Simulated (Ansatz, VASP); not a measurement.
## Be72H143 (V_H1) in two plane-wave programs

Aim: how closely do two programs agree when they are given the same cell, functional and k mesh? The cell is taken from a series of runs on this material, whose earlier steps may have relaxed, scaled, displaced or heated it; both programs get it as it stands.

Program: Ansatz 0.2.0. Level of theory: plane waves, with VASP 6.6.1 beside it; single point at PBEsol. Results are calculated unless marked as measured.

## (1) Starting point

The cell holds 215 atoms: 72 Be and 143 H. Its edges and angles: a = 11.980 Å, b = 12.225 Å, c = 12.225 Å, α = 76.1°, β = 70.9°, γ = 70.9°. It derives from BeH2 (BeH2 (Ibam)). Nearest the centre at fractional (0.610, 0.532, 0.378): Be27 at 1.43 Å, Be37 at 1.49 Å, H146 at 2.07 Å, H174 at 2.16 Å, H136 at 2.33 Å, H155 at 2.37 Å, H126 at 2.39 Å, H173 at 2.47 Å. The cell carries charge +1.

## (2) Ansatz: single point, PBEsol

Ansatz runs on its default PAW (the set named soft_2) files.

A single point gives forces, pressure and levels at one fixed geometry, so differences don't come from the geometry; what else differs is listed under the comparison.

The input, input.yaml:

```yaml
crystal:
  lattice:
    - [11.97997845, 0.0, 0.0]
    - [3.99332615, -8.75735955, 7.53777216]
    - [3.99332615, -8.75735955, -7.53777216]
  atoms:
    - { symbol: Be, position: [0.1669674401, 0.12453625635, 0.37458885898] }
    - { symbol: Be, position: [0.16669455003, 0.37465512982, 0.12502047873] }
    - { symbol: Be, position: [0.2615927434, 0.4157450783, 0.41594475166] }
    - { symbol: Be, position: [0.18316192443, 0.16568600757, 0.16605182901] }
    - { symbol: Be, position: [0.14944342193, 0.33405371359, 0.33401277414] }
    - { symbol: Be, position: [0.07079114903, 0.08410517316, 0.08434717522] }
    - { symbol: H, position: [0.21674319358, 0.37138724063, 0.21787955371] }
    - { symbol: H, position: [0.21618080176, 0.21781977562, 0.37186366163] }
    - { symbol: H, position: [0.0568872297, 0.46774082851, 0.12148431828] }
    - { symbol: H, position: [0.27658554543, 0.37786076778, 0.03191597689] }
    - { symbol: H, position: [0.30691117339, 0.15894593473, 0.16011832263] }
    - { symbol: H, position: [0.14613501145, 0.40961644841, 0.40966074466] }
    - { symbol: H, position: [0.02550382971, 0.34084682476, 0.34015404166] }
    - { symbol: H, position: [0.18627727076, 0.09019509432, 0.09052536876] }
    - { symbol: H, position: [0.05717009467, 0.12049343628, 0.46756662021] }
    - { symbol: H, position: [0.27738434343, 0.03154198588, 0.37709980323] }
    - { symbol: H, position: [0.1164517548, 0.2819200959, 0.12831453031] }
    - { symbol: H, position: [0.1159724305, 0.12839543662, 0.28221312579] }
    - { symbol: Be, position: [0.16619561273, 0.1252829669, 0.87499438333] }
    - { symbol: Be, position: [0.16635152479, 0.37468868411, 0.62515347724] }
    - { symbol: Be, position: [0.26192629739, 0.41610966569, 0.91576656898] }
    - { symbol: Be, position: [0.18298717605, 0.16573176843, 0.66600199775] }
    - { symbol: Be, position: [0.15002246176, 0.33422818889, 0.83370582419] }
    - { symbol: Be, position: [0.07126457724, 0.08350899557, 0.58391284874] }
    - { symbol: H, position: [0.21721402755, 0.37134303314, 0.71747782501] }
    - { symbol: H, position: [0.21657118461, 0.21798160185, 0.87157638656] }
    - { symbol: H, position: [0.05643028865, 0.4676930034, 0.62170709995] }
    - { symbol: H, position: [0.27620826074, 0.37791687168, 0.53205140571] }
    - { symbol: H, position: [0.3067066239, 0.15940623019, 0.65979489441] }
    - { symbol: H, position: [0.14663979466, 0.40993058325, 0.90919855826] }
    - { symbol: H, position: [0.02640903305, 0.34096908376, 0.83918373052] }
    - { symbol: H, position: [0.18641857201, 0.09016539212, 0.59033910886] }
    - { symbol: H, position: [0.05621917427, 0.12225737217, 0.9681574843] }
    - { symbol: H, position: [0.27610015537, 0.03229992324, 0.87868990513] }
    - { symbol: H, position: [0.11608282591, 0.28194559156, 0.6284781298] }
    - { symbol: H, position: [0.11609071372, 0.12821887559, 0.78224816424] }
    - { symbol: Be, position: [0.16630668528, 0.62508513219, 0.3747092112] }
    - { symbol: Be, position: [0.16666776778, 0.87485336606, 0.12527416731] }
    - { symbol: Be, position: [0.26320852365, 0.91518345941, 0.41594052092] }
    - { symbol: Be, position: [0.18327472804, 0.6657961667, 0.16593453691] }
    - { symbol: Be, position: [0.14991807196, 0.83436811406, 0.33391512978] }
    - { symbol: Be, position: [0.07132999065, 0.58397637059, 0.08387690103] }
    - { symbol: H, position: [0.2171241818, 0.87179880871, 0.21781765935] }
    - { symbol: H, position: [0.21636344928, 0.71792854566, 0.37128180787] }
    - { symbol: H, position: [0.05670294677, 0.9677510824, 0.12161179917] }
    - { symbol: H, position: [0.27658850666, 0.8780922006, 0.03227155758] }
    - { symbol: H, position: [0.30705487664, 0.65925527309, 0.15977053064] }
    - { symbol: H, position: [0.14773170091, 0.9090573703, 0.40972686726] }
    - { symbol: H, position: [0.0258798075, 0.84250760403, 0.33967883231] }
    - { symbol: H, position: [0.18663205303, 0.59035310011, 0.0901897963] }
    - { symbol: H, position: [0.05656122449, 0.62175329708, 0.46790741661] }
    - { symbol: H, position: [0.27619902876, 0.53197153632, 0.37814443339] }
    - { symbol: H, position: [0.11640472964, 0.78210628282, 0.12862983224] }
    - { symbol: H, position: [0.11609469738, 0.62824201474, 0.28202853849] }
    - { symbol: Be, position: [0.16654644901, 0.62526181642, 0.87474395208] }
    - { symbol: Be, position: [0.16710751493, 0.87455672437, 0.62529760303] }
    - { symbol: Be, position: [0.2618669989, 0.91599768112, 0.91616559313] }
    - { symbol: Be, position: [0.18399147098, 0.66524656779, 0.66623605359] }
    - { symbol: Be, position: [0.14996247322, 0.83407081165, 0.83422212164] }
    - { symbol: Be, position: [0.07115909439, 0.58384186301, 0.58410002514] }
    - { symbol: H, position: [0.21713238198, 0.8714396036, 0.71811007506] }
    - { symbol: H, position: [0.21672075807, 0.717897137, 0.87193355746] }
    - { symbol: H, position: [0.05689130854, 0.96729962136, 0.62204616738] }
[... 47 lines left out ...]
    - { symbol: Be, position: [0.50044819178, 0.87356410375, 0.12636953581] }
    - { symbol: Be, position: [0.59574779209, 0.91516554551, 0.41668186053] }
    - { symbol: Be, position: [0.51750552082, 0.66367754403, 0.1672258442] }
    - { symbol: Be, position: [0.48564765574, 0.8312052084, 0.33468916629] }
    - { symbol: Be, position: [0.40465395122, 0.58363851568, 0.08396502923] }
    - { symbol: H, position: [0.55096057757, 0.87128117954, 0.21868338586] }
    - { symbol: H, position: [0.55514293813, 0.71284876708, 0.36842602598] }
    - { symbol: H, position: [0.39060539223, 0.96682312221, 0.12250321707] }
    - { symbol: H, position: [0.61003808292, 0.87653949722, 0.03269461322] }
    - { symbol: H, position: [0.64112566461, 0.65833653023, 0.16016252212] }
    - { symbol: H, position: [0.48113861773, 0.90592636083, 0.41168593481] }
    - { symbol: H, position: [0.3614259288, 0.83759557753, 0.34179659802] }
    - { symbol: H, position: [0.52011385912, 0.59013343575, 0.08993268285] }
    - { symbol: H, position: [0.38207924207, 0.63157681154, 0.46901044649] }
    - { symbol: H, position: [0.44962317415, 0.78049943532, 0.13169724809] }
    - { symbol: H, position: [0.45237431985, 0.62115625508, 0.28257599146] }
    - { symbol: Be, position: [0.49987942337, 0.62476551624, 0.87457922056] }
    - { symbol: Be, position: [0.50013089119, 0.8746439286, 0.62561959599] }
    - { symbol: Be, position: [0.59523964124, 0.91536817634, 0.91658676804] }
    - { symbol: Be, position: [0.51647279749, 0.66589519374, 0.66553513214] }
    - { symbol: Be, position: [0.48317730995, 0.83383187082, 0.83433084442] }
    - { symbol: Be, position: [0.40575404932, 0.5839695064, 0.58126026099] }
    - { symbol: H, position: [0.55013711162, 0.87184408061, 0.71835477014] }
    - { symbol: H, position: [0.55016223879, 0.71747545238, 0.87124185702] }
    - { symbol: H, position: [0.39011163584, 0.96747339961, 0.62211380782] }
    - { symbol: H, position: [0.61031255009, 0.87822882038, 0.53285430349] }
    - { symbol: H, position: [0.64009245175, 0.66025128671, 0.65918084617] }
    - { symbol: H, position: [0.47993181765, 0.90880627423, 0.91046746059] }
    - { symbol: H, position: [0.35944762596, 0.84040755788, 0.84038882743] }
    - { symbol: H, position: [0.52078163447, 0.59182425059, 0.58739188506] }
    - { symbol: H, position: [0.39005480082, 0.62147131641, 0.96776808709] }
    - { symbol: H, position: [0.60986393013, 0.53198979574, 0.87842769721] }
    - { symbol: H, position: [0.44930356243, 0.78228664363, 0.62904026626] }
    - { symbol: H, position: [0.45020926354, 0.6271949754, 0.7816383777] }
    - { symbol: Be, position: [0.83068237485, 0.12737311371, 0.37531683204] }
    - { symbol: Be, position: [0.83427824633, 0.37540612639, 0.12413616378] }
    - { symbol: Be, position: [0.92854632169, 0.41737431471, 0.41546831881] }
    - { symbol: Be, position: [0.84930477424, 0.16669421714, 0.16618890733] }
    - { symbol: Be, position: [0.81393464037, 0.33997257293, 0.33274696631] }
    - { symbol: Be, position: [0.73768252152, 0.08419866719, 0.08409815012] }
    - { symbol: H, position: [0.88491654078, 0.37250661115, 0.21664828316] }
    - { symbol: H, position: [0.87601975509, 0.22280734209, 0.37410995258] }
    - { symbol: H, position: [0.72459284335, 0.46779415058, 0.11878144218] }
    - { symbol: H, position: [0.94437068593, 0.37754380396, 0.03110762184] }
    - { symbol: H, position: [0.97315497699, 0.1592632292, 0.16075872771] }
    - { symbol: H, position: [0.81208751727, 0.41503903056, 0.40793970383] }
    - { symbol: H, position: [0.6899448159, 0.35843767258, 0.33072781614] }
    - { symbol: H, position: [0.85275375343, 0.09077207561, 0.09084740426] }
    - { symbol: H, position: [0.72116171663, 0.12250552836, 0.46836722649] }
    - { symbol: H, position: [0.94117256205, 0.03475287402, 0.37862868581] }
    - { symbol: H, position: [0.78328769612, 0.2829775141, 0.1280591454] }
    - { symbol: H, position: [0.78093669455, 0.13068936627, 0.28231317394] }
    - { symbol: Be, position: [0.83311888519, 0.12539495899, 0.87466466012] }
    - { symbol: Be, position: [0.83278343816, 0.37517544353, 0.62497549742] }
    - { symbol: Be, position: [0.92892716947, 0.41621490807, 0.91530865877] }
    - { symbol: Be, position: [0.84959647803, 0.1661019656, 0.66561330804] }
    - { symbol: Be, position: [0.8166633984, 0.33419339845, 0.83376471803] }
    - { symbol: Be, position: [0.73690575151, 0.08429839161, 0.58416792316] }
    - { symbol: H, position: [0.88345369896, 0.37162629192, 0.7174623389] }
    - { symbol: H, position: [0.88361102572, 0.21799765898, 0.8712500669] }
    - { symbol: H, position: [0.72286660205, 0.46824244469, 0.62185667827] }
    - { symbol: H, position: [0.94246133228, 0.37860414915, 0.53177807486] }
    - { symbol: H, position: [0.97347225944, 0.15960171605, 0.65903363581] }
    - { symbol: H, position: [0.81353373761, 0.40980786708, 0.90920607865] }
    - { symbol: H, position: [0.69295054965, 0.34030423392, 0.84016797303] }
    - { symbol: H, position: [0.85236849267, 0.0908462763, 0.58996646181] }
    - { symbol: H, position: [0.72327542608, 0.12211696422, 0.96785434611] }
    - { symbol: H, position: [0.94301010418, 0.03240883082, 0.87820515663] }
    - { symbol: H, position: [0.78274319367, 0.28237931226, 0.62798053825] }
    - { symbol: H, position: [0.78288013991, 0.12853673914, 0.78194018056] }
    - { symbol: Be, position: [0.83331916167, 0.62557896936, 0.37469953377] }
    - { symbol: Be, position: [0.83332478225, 0.87490884421, 0.12509434323] }
    - { symbol: Be, position: [0.9281544533, 0.91774966838, 0.41578421322] }
    - { symbol: Be, position: [0.85021663347, 0.66586241548, 0.16575964083] }
    - { symbol: Be, position: [0.81684004059, 0.83440801387, 0.33413168937] }
    - { symbol: Be, position: [0.73860737699, 0.5840392502, 0.08331960803] }
    - { symbol: H, position: [0.88346858641, 0.87186816263, 0.21780365979] }
    - { symbol: H, position: [0.8836658543, 0.71827769281, 0.37167941184] }
    - { symbol: H, position: [0.72340475048, 0.96789813638, 0.12166184327] }
    - { symbol: H, position: [0.943202477, 0.87847776337, 0.03212845339] }
    - { symbol: H, position: [0.97384919993, 0.6596195515, 0.15967927429] }
    - { symbol: H, position: [0.81316504195, 0.91050266981, 0.409396078] }
    - { symbol: H, position: [0.69328682125, 0.83977131214, 0.34078614429] }
    - { symbol: H, position: [0.85379911759, 0.59014042075, 0.09014559201] }
    - { symbol: H, position: [0.72336989758, 0.62171025977, 0.46759238147] }
    - { symbol: H, position: [0.94382113692, 0.53325994822, 0.37839194508] }
    - { symbol: H, position: [0.78321053717, 0.78207723883, 0.12831575152] }
    - { symbol: H, position: [0.78314432506, 0.62835069412, 0.28199136584] }
    - { symbol: Be, position: [0.83337418385, 0.62574209001, 0.87437414256] }
    - { symbol: Be, position: [0.83321280355, 0.87534064004, 0.62493471431] }
    - { symbol: Be, position: [0.92864610254, 0.9161727837, 0.9159435409] }
    - { symbol: Be, position: [0.84994907828, 0.66619494308, 0.66571157752] }
    - { symbol: Be, position: [0.81670613024, 0.83439043857, 0.83386115682] }
    - { symbol: Be, position: [0.73774680703, 0.58434071444, 0.58387740858] }
    - { symbol: H, position: [0.88330190263, 0.87238201236, 0.71766812182] }
    - { symbol: H, position: [0.88411231076, 0.718207023, 0.8707691455] }
    - { symbol: H, position: [0.72297753203, 0.9679137673, 0.62162539181] }
    - { symbol: H, position: [0.94296936742, 0.87940772241, 0.53184989754] }
    - { symbol: H, position: [0.9736392846, 0.65970938777, 0.65960937055] }
    - { symbol: H, position: [0.8133102134, 0.90974811748, 0.90972158126] }
    - { symbol: H, position: [0.69299605515, 0.84037938676, 0.84033940349] }
    - { symbol: H, position: [0.8530677388, 0.59047687048, 0.59037162134] }
    - { symbol: H, position: [0.72340632903, 0.62321158723, 0.96748010831] }
    - { symbol: H, position: [0.94307906298, 0.53254582753, 0.87808134702] }
    - { symbol: H, position: [0.78337096077, 0.78243012324, 0.62785490874] }
    - { symbol: H, position: [0.78284389825, 0.62888747929, 0.78190201826] }
  host:
    repeats: [3, 2, 2]
    atoms:
      - { symbol: Be, position: [0.5, 0.25, 0.75] }
      - { symbol: Be, position: [0.5, 0.75, 0.25] }
      # ... 16 more atoms of the perfect host
total_charge: 1
basis:
  ecutwfc: 420
  xc_grid: 2
hamiltonian:
  xc: pbesol
kpoints:
  mp_grid: { grid: [1, 1, 1] }
scf:
  occupations: { method: fermi_dirac, width: 0.01 }
  max_iter: 100
output:
  forces: true
  charged_corrections:
    epsilon: [3.63, 3.74, 3.59]
    static_epsilon: [4.37, 5.16, 5.26]
    defect_position: [0.610062, 0.532222, 0.378227]
  eigenvalues: true
checkpoint:
  read: "../qp1.relax_smeared.run"
  write: "../cc1.qp1.l0.run"
  compress: false
  write_wavefunctions: false
  write_every: 100000
```

Run with:

```
$ ansatz run input.yaml --threads 4 --pin off --max-ram 7536MiB --backend cpu --events-out ev --progress --plain --runs-dir out
```

Numbers of over 12 decimals in the logs are rounded to 6 here.

The program printed:

```text
Warning: checkpoint.read: the run can stay near the saved state's solution: 215 site(s) moved relative to the saved geometry (max |Δs| = 7.671e-2 fractional); the SCF starts from the saved state under `checkpoint.density_extrapolation: transplant`, in force with no word given; its orbitals are not used off its sites. A run without `checkpoint.read` takes nothing of the state. A lower free energy from it at the same positions (and U, V and field ramp, if any) shows a solution that this start missed, and an equal or higher one rules none out (checkpoint.read, Limitations, in the input reference)
Engine: ansatz 0.2.0, x86_64-unknown-linux-gnu
Pseudopotentials: kind: paw
Pseudopotential: Be, paw, valence charge 2, recommended cutoff 420 eV (normal), Be.paw.azcp
Pseudopotential: H, paw, valence charge 1, recommended cutoff 420 eV (normal), H.paw.azcp
Functional definition: PBEsol
  exchange = pbesol_x
  correlation = pbesol_c
Crystal: 215 atoms, lattice volume = 1581.620 Å³
Basis set: ecut = 420 eV, 30935 PW (Γ), exchange–correlation on 162×180×180 points (8 copies of the dense FFT grid, shifted against one another)
Bands: 358, of which v1, the nominal top of the filled ones, is band 143 counted from 1 (142 counted from 0)
Symmetry: 1 space group operations
Space group: P1 (ITA 1), of the structure as read, at distance tolerance 1.2e-4 Å
k-points: 1
Non-local potential: Be, projectors of the file, l = 0: 2, l = 1: 2, l = 2: 1
Non-local potential: H, projectors of the file, l = 0: 2, l = 1: 1
PAW form: soft (Blöchl's): semilocal exchange-correlation on the pseudo side does not see the compensation charge
PAW frozen core: Be, regenerated for the run's functional, and the local potential with it (the file was generated under x = pbe(κ = 0.804, μ = 0.219515), c = pbe(β = 0.066725))
PAW one-centre angular grid: Be, 110 points (default); XC on 64 Gauss nodes
PAW one-centre angular grid: H, 110 points (default); XC on 64 Gauss nodes
Initial density: read from a saved state, or passed on in memory by an earlier SCF of this step, an earlier step, the calling program or the single point that the run made first, carried with its atoms to this geometry
Initial wavefunctions: pseudopotential atomic-orbital guess
Functional: x = pbesol(κ = 0.804, μ = 0.123457), c = pbesol(β = 0.046)
iter 1 solved again at ethr=1.05e-3 eV; its pass at ethr=3.10e-3 eV (dr2=3.01e0 eV) is discarded
SCF iter   1: F=—  HF=-8749.769820 eV  |F-HF|=—  |Δ(HF+E_count)|=         —  Δρ=1.49e-2  dr2=3.02e0  ethr=1.05e-3  ⟨swp⟩=9.0  Hψ=3301  notcnv=0
preconditioner: auto → Resta (q_TF=auto, 2.052 Å⁻¹)  ε∞=2.7  [insulator: Δε(μ)=1.644 eV  Ē_g=11.950 eV  σ=0.010 eV  W_gap=1.00  n_scr=228 (ndim 8)  ℏωp=15.8 eV  f_vac=0.001  D(μ)=0.00/eV (n_scr^D=0)  ε∞_Penn≈2.7]
SCF iter   2: F=—  HF=-8749.161330 eV  |F-HF|=—  |Δ(HF+E_count)|=   6.08e-1  Δρ=7.67e-3  dr2=7.69e-1  ethr=1.05e-3  ⟨swp⟩=2.0  Hψ=418  notcnv=0  defer=14
SCF iter   3: F=—  HF=-8749.024862 eV  |F-HF|=—  |Δ(HF+E_count)|=   1.36e-1  Δρ=5.67e-4  dr2=6.11e-3  ethr=2.69e-4  ⟨swp⟩=4.0  Hψ=302  notcnv=0  defer=16
automatic band count: iteration 3 solves 166 bands in place of 358: the levels show a gap, and the empty bands left out lie too high to hold charge; the band table lists the bands solved (type scf.n_extra_bands for more)
SCF iter   4: F=—  HF=-8749.026961 eV  |F-HF|=—  |Δ(HF+E_count)|=   2.10e-3  Δρ=1.27e-4  dr2=3.75e-4  ethr=2.14e-6  ⟨swp⟩=3.0  Hψ=303  notcnv=0  defer=17
SCF iter   5: F=—  HF=-8749.027217 eV  |F-HF|=—  |Δ(HF+E_count)|=   2.55e-4  Δρ=2.75e-5  dr2=2.83e-5  ethr=1.31e-7  ⟨swp⟩=2.0  Hψ=293  notcnv=0  defer=17
SCF iter   6: F=—  HF=-8749.027548 eV  |F-HF|=—  |Δ(HF+E_count)|=   3.31e-4  Δρ=8.39e-6  dr2=2.45e-6  ethr=9.89e-9  ⟨swp⟩=2.0  Hψ=306  notcnv=0  defer=17
SCF iter   7: F=-8749.027548 eV  HF=-8749.027548 eV  |F-HF|=3.70e-8  |Δ(HF+E_count)|=   5.98e-7  Δρ=1.71e-6  dr2=7.84e-8  ethr=3.50e-11  ⟨swp⟩=14.0  Hψ=865  notcnv=0
SCF 1 converged in 7 iterations: F = -8749.027548 eV  dr2 = 7.84e-8
[...]
SCF converged after 7 iterations
Free energy (F): -8749.027548 eV
Harris-Foulkes:  -8749.027548 eV  (|F-HF|=3.70e-8)
Internal energy: -8749.027548 eV  (E = F + TS)
E sigma→0 (E₀):  -8749.027548 eV
Fermi energy:    -0.265997 eV
--- Per-component energies (eV) ---
  E_band       = -996.335935
  E_kinetic    = 3381.810493
  E_local      = -3051.470401  (includes V_loc(G=0)·N_el)
  E_nonlocal   = 552.445646
  E_hartree    = 697.546092
  E_xc         = -2629.100881
  E_vxc        = -3081.937394  (∫ρ·V_xc dr)
  E_paw        = -4194.349511  (= ΣΔE_a)
  E_vpaw       = -192.090015  (= ΣTr[D̂ρ^β])
  E_aug_tail   = -0.185745  (compensation charges beyond the density's cutoff)
  E_ewald      = -3506.409496
[...]
atom  93  Be     0.02107862     0.02830543     0.01380822
  atom  94  Be     0.05070760     0.09295655    -0.18572023
  atom  95  Be    -0.02675033    -0.08091595    -0.13469690
  atom  96  Be    -0.03109391    -0.03389623    -0.02938545
  atom  97  H      0.00173010     0.08545563     0.16018839
  atom  98  H      0.01636707     0.00011634     0.03411842
  atom  99  H     -0.01290993     0.02631492     0.10982393
  atom 100  H      0.13167790    -0.01877356     0.39038056
  atom 101  H     -0.02062925    -0.02752848     0.03172952
  atom 102  H     -0.01395408     0.00365647     0.01343767
  atom 103  H      0.02207710     0.03701143     0.02439376
  atom 104  H      0.01838591    -0.00479607     0.03418209
  atom 105  H     -0.00565189     0.00166001    -0.00120290
  atom 106  H      0.00303141    -0.00533516     0.00603797
[...]
atom 211  H     -0.04562301     0.04092823     0.00670328
  atom 212  H     -0.04392934    -0.05260407    -0.05384419
  atom 213  H     -0.00213911    -0.01423772    -0.00608302
  atom 214  H     -0.01014382     0.01383312    -0.00301250
  atom 215  H     -0.01388518     0.00780947    -0.00293376
  max |Σ_I F_I| component: 3.74e-5 eV/Å
--- Charged-cell corrections in eV (Makov–Payne, q = +1.000 e, ε = [3.630, 3.740, 3.590] of the electrons, [4.370, 5.160, 5.260] with the ions) ---
  F (periodic)     = -8749.027548  (uncorrected; the corrections below are reported, never added to it)
  E_corr1          = +0.484982  (monopole, q²α_M/2ε̄L, of the cell on which ε is isotropic)
  F Makov-Payne    = n/a  (the rows are of the electrons' constant alone; ansatz place-levels tells what screens the charge)
  no potential alignment in this run, which stands beside a crystal: run the host's input off ansatz write-host-input, and read the two finished runs by ansatz place-levels (neither reads a slab, a wire or a sheet, whose cell leaves a vacuum)
--- Band table (eV) ---
  k-point 0: bands = [... 139 lower, -0.9939, -0.9778, -0.9761, -0.8984, 0.3664, 3.8758, 4.2588, 4.3310, ... 19 higher]
```

In the SCF lines HF is the Harris–Foulkes energy and dr2 the Hartree energy of the density residual, in eV; the loop may stop once dr2 is under the threshold and the program's other checks hold. Hψ counts applications of the Hamiltonian.

(Continued in part 2 of 2.)

[Lines on the potential files, build, host, timing and source positions are cut from VASP's logs without a mark.]

[Logs are printed without paths, hosts, clocks, repeated set-up lines and the standing remarks that a program may print on its own settings, such as how far it seeks lower states.]

[Hosts, paths, dates, database ids (printed as entryN), source tags and the programs' standing remarks are cut or masked in the printed files.]
